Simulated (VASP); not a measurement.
Runs of VASP 6.6.1 on Sn. Symmetry: Fd-3m, No. 227, cubic system. Conventional cell: a = 6.467 Å, b = 6.467 Å, c = 6.467 Å, α = 90.00°, β = 90.00°, γ = 90.00°. Sn (site symmetry -43m) has 4 Sn at 2.80 Å as nearest neighbours. This isn't the form of Sn at room conditions, which is tetragonal (white tin).

```csv
k mesh,cutoff (eV),mesh quality,gap on the mesh (eV),pressure (GPa)
6 × 6 × 6,400,not flagged,none,3.8
4 × 4 × 4,520,coarse,none,(a)
6 × 6 × 6,700,not flagged,none,3.9
8 × 8 × 8,520,not flagged,none,3.7
10 × 10 × 10,520,not flagged,none,3.7
```

Alike in all rows: task single point; level PBE; potentials or basis VASP PAW PBE potentials, release 64 (Sn_d); no spin polarisation; cell as given; smearing gaussian 0.02 eV.

Problem. Estimate the missing entries.

Solution. (a) 4.5.

Caveats: some runs use coarse meshes.

A k mesh can miss the band edges, and the runs leave out spin-orbit coupling on Sn.

A gap of «none» marks a metal or a gap under the smearing width.
